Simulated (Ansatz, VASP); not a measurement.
# Cross-check of TiC between VASP and Ansatz, part 2 of 2

Wanted: the spread between two codes on one cell, functional and k mesh. The cell is taken from a series of VASP runs on this material, whose earlier steps may have relaxed, scaled or displaced it; both programs get it as it stands.

VASP 6.6.1 and Ansatz 0.2.0.

So far: Set-up; VASP: zone-centre phonons, PBEsol.

### Step 3. Ansatz: zone-centre phonons, PBEsol

Level of this step: Ansatz beside VASP: Kohn-Sham DFT, plane waves, PBEsol (Ansatz).

Ansatz runs on its default PAW (the set named soft_2) files.

The same cell, functional, mesh and smearing now go to Ansatz, which takes its cutoff from its data sets.

input.yaml reads:

```yaml
crystal:
  lattice:
    - [0.0, 2.1472914746, 2.1472914746]
    - [2.1472914746, 0.0, 2.1472914746]
    - [2.1472914746, 2.1472914746, 0.0]
  atoms:
    - { symbol: Ti, position: [0.5, 0.5, 0.5] }
    - { symbol: C, position: [0.0, 0.0, 0.0] }
hamiltonian:
  xc: pbesol
  pseudopotentials: { kind: paw }
kpoints:
  mp_grid: { grid: [14, 14, 14] }
scf:
  occupations: { method: gaussian, width: 0.05 }
phonons:
  method: dfpt
  qpoints: [[0, 0, 0]]
```

Command:

```bash
> ansatz run input.yaml --threads 4 --pin off --max-ram 9216MiB --backend cpu --events-out ev --progress --plain --runs-dir out
```

Numbers of over 12 decimals in the logs are rounded to 6 here.

What it wrote:

```text
Engine: ansatz 0.2.0, aarch64-unknown-linux-gnu
Pseudopotentials: kind: paw
Pseudopotential: Ti, paw, valence charge 12, recommended cutoff 420 eV (normal), Ti.paw.azcp
Pseudopotential: C, paw, valence charge 4, recommended cutoff 420 eV (normal), C.paw.azcp
Functional definition: PBEsol
  exchange = pbesol_x
  correlation = pbesol_c
Crystal: 2 atoms, lattice volume = 19.802 Å³
Basis set: ecut = 420 eV, 387 PW (Γ), exchange–correlation on 48×48×48 points (8 copies of the dense FFT grid, shifted against one another)
Bands: 12, of which v1, the nominal top of the filled ones, is band 8 counted from 1 (7 counted from 0)
Symmetry: 48 space group operations
k-points: 244 of 2744 (irreducible under 8 space group operations, time reversal used)
Non-local potential: Ti, projectors of the file, l = 0: 3, l = 1: 2, l = 2: 3, l = 3: 1
Non-local potential: C, projectors of the file, l = 0: 2, l = 1: 2, l = 2: 1
PAW form: soft (Blöchl's): semilocal exchange-correlation on the pseudo side does not see the compensation charge
PAW frozen core: Ti, regenerated for the run's functional, and the local potential with it (the file was generated under x = pbe(κ = 0.804, μ = 0.219515), c = pbe(β = 0.066725))
PAW frozen core: C, regenerated for the run's functional, and the local potential with it (the file was generated under x = pbe(κ = 0.804, μ = 0.219515), c = pbe(β = 0.066725))
PAW one-centre angular grid: Ti, 590 points (default); XC on 64 Gauss nodes
PAW one-centre angular grid: C, 110 points (default); XC on 64 Gauss nodes
Initial density: superposition of atomic densities (neutral atoms: chi_scale 0, normalization atom), corrected by the library's trained network
Initial wavefunctions: pseudopotential atomic-orbital guess
Functional: x = pbesol(κ = 0.804, μ = 0.123457), c = pbesol(β = 0.046)
SCF iter   1: F=—  HF=-2722.425095 eV  |F-HF|=—  |Δ(HF+E_count)|=         —  Δρ=1.04e-2  dr2=2.39e-2  ethr=1.77e-3  ⟨swp⟩=4.4  Hψ=14524  notcnv=0
preconditioner: auto → none  [insulator: Δε(μ)=0.049 eV  Ē_g=8.020 eV  σ=0.050 eV  W_gap=0.50  n_scr=8 (ndim 8)  ℏωp=23.6 eV  f_vac=0.000  D(μ)=0.33/eV (n_scr^D=0)  ε∞_Penn≈9.7]
SCF iter   2: F=—  HF=-2722.419792 eV  |F-HF|=—  |Δ(HF+E_count)|=   5.30e-3  Δρ=3.78e-3  dr2=3.40e-3  ethr=1.49e-4  ⟨swp⟩=2.0  Hψ=5839  notcnv=0  defer=7
SCF iter   3: F=—  HF=-2722.419189 eV  |F-HF|=—  |Δ(HF+E_count)|=   6.03e-4  Δρ=5.85e-4  dr2=6.57e-5  ethr=2.13e-5  ⟨swp⟩=2.0  Hψ=3294  notcnv=0  defer=7
SCF iter   4: F=—  HF=-2722.419178 eV  |F-HF|=—  |Δ(HF+E_count)|=   1.17e-5  Δρ=8.74e-5  dr2=8.82e-7  ethr=4.11e-7  ⟨swp⟩=2.0  Hψ=3412  notcnv=0  defer=7
SCF iter   5: F=—  HF=-2722.419178 eV  |F-HF|=—  |Δ(HF+E_count)|=   6.37e-7  Δρ=1.17e-5  dr2=1.95e-8  ethr=5.52e-9  ⟨swp⟩=2.1  Hψ=3778  notcnv=0  defer=7
SCF iter   6: F=—  HF=-2722.419178 eV  |F-HF|=—  |Δ(HF+E_count)|=  7.84e-10  Δρ=1.35e-6  dr2=3.84e-10  ethr=1.22e-10  ⟨swp⟩=2.0  Hψ=3881  notcnv=0  defer=7
SCF iter   7: F=-2722.419178 eV  HF=-2722.419178 eV  |F-HF|=6.37e-12  |Δ(HF+E_count)|=  7.64e-11  Δρ=2.07e-7  dr2=9.24e-12  ethr=1.00e-12  ⟨swp⟩=3.9  Hψ=12221  notcnv=0
SCF 1 converged in 7 iterations: F = -2722.419178 eV  dr2 = 9.24e-12
  greatest PAW one-centre occupation: 0.999 electrons in one spin orbital (limit 2), on the Ti atom at site 0 (counted from 0), in its partial waves of l = 0
DFPT response loops at Γ: preconditioner auto → Kerker (q_TF=auto, 2.633 Å⁻¹) (partly filled bands, converged f_vac=0.000); β = 1.00, the filter's whole step (`scf.mixing.beta` (0.50) is not read by the response loops under this deck's `scf.mixing.preconditioner`; to damp them name `kerker` or `kerker_dos`, under which they read `scf.mixing.beta`, and type it under 1.00, their step now; both keys bind the ground state too); Broyden in place of MSR1
SCF converged after 7 iterations
Free energy (F): -2722.419178 eV
Harris-Foulkes:  -2722.419178 eV  (|F-HF|=6.37e-12)
Internal energy: -2722.418775 eV  (E = F + TS)
E sigma→0 (E₀):  -2722.418977 eV
Entropy (-TS):   -0.000403 eV (-0.202 meV/atom)
Fermi energy:    15.023962 eV
--- Per-component energies (eV) ---
  E_band       = -104.038823
  E_kinetic    = 363.176829
  E_local      = -760.125641  (includes V_loc(G=0)·N_el)
  E_nonlocal   = 33.353451
  E_hartree    = 309.325877
  E_xc         = -146.715406
  E_vxc        = -183.938959  (∫ρ·V_xc dr)
  E_paw        = -1116.374031  (= ΣΔE_a)
  E_vpaw       = -175.156386  (= ΣTr[D̂ρ^β])
  E_aug_tail   = 0.000139  (compensation charges beyond the density's cutoff)
  E_ewald      = -1405.220477
  E_core_change = 0.160485  (= ΣΔE_core)
  E_smearing   = -0.000403  (= −TS)
  E_closure    = -0.000000  (closes the sum)
  Σ components = -2722.419178   (vs F -2722.419178, Δ=0.00e0)
--- Band table (eV; the first three rows and the last of 244) ---
  k-point 0: bands = [... 4 lower, 2.5323, 15.7027, 15.7027, 15.7027, 16.7594, 16.7594, 16.7594, 16.8196]
  k-point 1: bands = [... 4 lower, 2.6529, 15.1422, 15.4162, 15.4162, 16.0571, 16.0571, 17.0541, 17.9856]
  k-point 2: bands = [... 4 lower, 3.0044, 14.0730, 14.4997, 14.4997, 16.2204, 16.2204, 17.4327, 19.2469]
  k-point 243: bands = [... 4 lower, 5.4607, 11.7104, 11.9564, 12.3640, 17.5109, 18.2244, 18.6962, 20.1703]
--- Phonons (Γ-DFPT): 2 representative perturbations + reference, on 244 of 2744 k-points (Σ response iterations 6) ---
  k mesh reduced under 8 symmetry operations, with k and −k counted as one. Each operation leaves every solved perturbation unchanged. A smaller set is not used because it would not reduce the number of displacements times k-points to solve
  ASR residual: 1.713e-4 → 0.000e0 eV/Å²; symmetrization residual: 2.485e-7 eV/Å²
  ASR residual per site (eV/Å²): 2.58e-6 1.71e-4
  Γ frequencies (cm⁻¹): 0.00 0.00 0.00 538.21 538.21 538.21
  non-analytic LO–TO correction: not included (Born effective charges unavailable; polar crystals: no LO–TO splitting at Γ)
--- Phonons (arbitrary-q DFPT): 1 explicit q-point ---
  q = [0, 0, 0] (of the zone-centre solve; hermiticity 4.86e-8, symmetrization 4.58e-14): -0.00 -0.00 0.00 538.21 538.21 538.21
  sum rule: each row above includes the acoustic sum rule's correction from the zone centre's row sums; it moved no ω² by more than (1.97 cm⁻¹)²
```

Wall time 5.6 s (4 threads of Arm Neoverse V1, shared host); peak memory 0.48 GiB; 19 s of CPU time.

### Step 4. Side by side

Known differences besides the potentials themselves: the cutoff is 420 eV in Ansatz and 520 eV in VASP; Ansatz makes its cores anew for this functional, VASP keeps those of its PBE data sets. Total energies have different zeros and are not compared.

Both answers:

```csv
quantity,Ansatz,VASP,difference
optical mode 1 to 3 (cm⁻¹),538.2,538.6,-0.07 %
```

Modes are paired by rising frequency and degeneracy, not by their patterns, so a pair may still set unlike modes beside each other.

### Step 5. Ansatz: zone-centre phonons, PBEsol with D3(BJ)

Second derivatives magnify differences that forces hide, and they need a tight electronic threshold. The cell compared in this pair holds 19.30 Å³, against 19.80 Å³ for the pair before.

The cell is taken from a series of VASP runs on this material, whose earlier steps may have relaxed, scaled or displaced it; both programs get it as it stands.

input.yaml, the sections that differ from step 3:

```yaml
crystal:
  lattice:
    - [0.0, 2.1288638897, 2.1288638897]
    - [2.1288638897, 0.0, 2.1288638897]
    - [2.1288638897, 2.1288638897, 0.0]
  atoms:
    - { symbol: Ti, position: [0.5, 0.5, 0.5] }
    - { symbol: C, position: [0.0, 0.0, 0.0] }
hamiltonian:
  xc: pbesol
  pseudopotentials: { kind: paw }
  dispersion: d3bj
# kpoints, scf, phonons: as in step 3
```

What it wrote:

```text
[...]
Crystal: 2 atoms, lattice volume = 19.296 Å³
Basis set: ecut = 420 eV, 339 PW (Γ), exchange–correlation on 48×48×48 points (8 copies of the dense FFT grid, shifted against one another)
Bands: 12, of which v1, the nominal top of the filled ones, is band 8 counted from 1 (7 counted from 0)
Symmetry: 48 space group operations
k-points: 244 of 2744 (irreducible under 8 space group operations, time reversal used)
[...]
pairwise dispersion correction: d3bj (s6 = 1.0, s8 = 2.9491, a1 = 0.4466, a2_bohr = 6.1742), with the weights of each atom's references fixed at the reference crystal's, and the forces and stress that the weights' published response gives there kept as a pressure on the atom's counted neighbours (hamiltonian.dispersion)
  ASR residual per site (eV/Å²): 1.74e-7 1.06e-4
  Γ frequencies (cm⁻¹): 0.00 0.00 0.00 563.45 563.45 563.45
[...]
--- Phonons (arbitrary-q DFPT): 1 explicit q-point ---
[...]
[key lines of the parts left out:]
SCF converged after 7 iterations
Free energy (F): -2723.269297 eV
Fermi energy:    15.485717 eV
```

Elapsed: 5.2 s, on 4 threads; peak memory 0.48 GiB; 18 s of CPU time.

### Step 6. VASP: zone-centre phonons, PBEsol with D3(BJ)

The same cell, functional, mesh and smearing now go to VASP, with its own data sets and cutoff.

INCAR reads:

```
SYSTEM = TiC
PREC = Accurate
ENCUT = 520
EDIFF = 1E-08
NELM = 100
ISMEAR = 0
SIGMA = 0.05
LREAL = .FALSE.
ALGO = Normal
GGA = PS
IVDW = 12
NBANDS = 14
LASPH = .TRUE.
LORBIT = 11
LWAVE = .FALSE.
LCHARG = .FALSE.
KPAR = 8
IBRION = 6
NFREE = 2
POTIM = 0.015
NSW = 1
ISIF = 2
```

POSCAR reads:

```
TiC
1.0
    0.0000000000      2.1288638897      2.1288638897
    2.1288638897      0.0000000000      2.1288638897
    2.1288638897      2.1288638897      0.0000000000
Ti C
1 1
Direct
    0.5000000000      0.5000000000      0.5000000000
    0.0000000000      0.0000000000      0.0000000000
```

KPOINTS reads:

```
Automatic mesh
0
Gamma
14 14 14
0 0 0
```

Potentials, in the order of the species: Ti_sv and C (PBE family, release 64).

Command:

```bash
> mpirun -np 8 vasp_std
```

What it wrote:

```text
[banner, memory and clock lines left out]
running    8 mpi-ranks, on    1 nodes
[...]
[... a notice as in an earlier step ...]

 [... a notice as in an earlier step ...]

 LDA part: xc-table for (Slater+PW92), standard interpolation
 POSCAR, INCAR and KPOINTS ok, starting setup
[...]
entering main loop
       N       E                     dE             d eps       ncg     rms          rms(c)
DAV:   1     0.121260215557E+03    0.12126E+03   -0.84734E+03  2920   0.142E+03
DAV:   2    -0.138619359892E+02   -0.13512E+03   -0.12681E+03  3080   0.353E+02
DAV:   3    -0.245902542585E+02   -0.10728E+02   -0.10550E+02  4510   0.924E+01
DAV:   4    -0.250676752011E+02   -0.47742E+00   -0.47706E+00  3400   0.150E+01
[...]
DAV:  15    -0.197906041593E+02    0.10233E-06   -0.11360E-07  3968   0.279E-03    0.372E-04
DAV:  16    -0.197906041840E+02   -0.24728E-07   -0.65164E-09  2056   0.796E-04    0.543E-05
DAV:  17    -0.197906041781E+02    0.59495E-08   -0.69702E-10  1780   0.295E-04
   1 F= -.20650868E+02 E0= -.20650681E+02  d E =-.374263E-03
[... from here on, the cycles between the ionic steps are left out ...]
   2 F= -.20649601E+02 E0= -.20649416E+02  d E =-.369896E-03
   3 F= -.20649601E+02 E0= -.20649416E+02  d E =-.369895E-03
   4 F= -.20649602E+02 E0= -.20649418E+02  d E =-.369896E-03
   5 F= -.20649602E+02 E0= -.20649418E+02  d E =-.369899E-03
 Finite differences progress:
  Degree of freedom:   2/  2
  Displacement:        2/  2
  Total:               4/  4
```

Parts of OUTCAR (step 6):

```text
 Edisp (eV)   -0.86026

 Edisp (eV)   -0.86026

  Total       0.01036     0.00222     0.00222     0.00000    -0.00000     0.00000
  in kB       0.86060     0.18416     0.18416     0.00000    -0.00000     0.00000
  external pressure =        0.41 kB  Pullay stress =        0.00 kB

 POSITION                                       TOTAL-FORCE (eV/Angst)
 -----------------------------------------------------------------------------------
      2.12886      2.12886      2.12886        -0.169219      0.000000      0.000000
     -0.01500      0.00000      0.00000         0.169219      0.000000      0.000000
 -----------------------------------------------------------------------------------
    total drift:                               -0.000002      0.000000      0.000000

  FREE ENERGIE OF THE ION-ELECTRON SYSTEM (eV)
  ---------------------------------------------------
  free  energy   TOTEN  =       -20.6496024686 eV

  energy  without entropy=      -20.6492325693  energy(sigma->0) =      -20.64941752

[... 1 part as in an earlier step ...]

[... 2 further parts left out ...]
[key lines of the parts left out:]
E-fermi :   9.9237
```

The last energy, forces, stress and levels in OUTCAR belong to the last displaced cell, not to the cell of POSCAR. Dispersion corrections of this kind ignore metallic screening and tend to overbind metals.

### Step 7. Side by side

What differs besides the data sets and the points named for the pairs above, as far as they apply: Ansatz takes the dispersion share of the force constants at frozen C6 weights, VASP differentiates the full forces; VASP uses finite displacements, Ansatz perturbation theory. Total energies have different zeros and are not compared.

The two programs side by side:

```csv
quantity,Ansatz,VASP,difference
optical mode 1 to 3 (cm⁻¹),563.5,565.2,-0.31 %
```

Modes are paired by rising frequency and degeneracy, not by their patterns, so a pair may still set unlike modes beside each other.

### Step 8. What the set-up changes

Further runs change the set-up of one program: Ansatz's method, potentials or start, or VASP's data sets, cutoff or form of LDA. The table gives Ansatz less VASP for each quantity, since a change that brings one quantity closer may part another.

```csv
run,optical mode 1 to 3 (%)
as above,-0.31
Ansatz's all-electron LAPW method,-0.17
```

### Step 9. Outcome

```yaml
r_m_s_difference_of_the_optical_zone_centre_modes_each_program_s_sorted_by_frequency_zone_centre_phonons_pbesol: 0.40 cm⁻¹
r_m_s_difference_of_the_optical_zone_centre_modes_each_program_s_sorted_by_frequency_zone_centre_phonons_pbesol_with_d3_bj: 1.7 cm⁻¹
```

In words: The r.m.s. difference of the optical zone-centre modes, each program's sorted by frequency is 0.40 cm⁻¹ (zone-centre phonons, PBEsol). Zone-centre phonons, PBEsol with D3(BJ), Ansatz's all-electron LAPW method: the difference in optical mode 1 to 3 goes from -0.31 to -0.17 %. How closely two codes agree says nothing of how well the functional describes the real material.

[Lines on the potential files, build, host, timing and source positions are cut from VASP's logs without a mark.]

[Logs are printed without paths, hosts, clocks, repeated set-up lines and the standing remarks that a program may print on its own settings, such as how far it seeks lower states.]

[Hosts, paths, dates, database ids (printed as entryN), source tags and the programs' standing remarks are cut or masked in the printed files.]
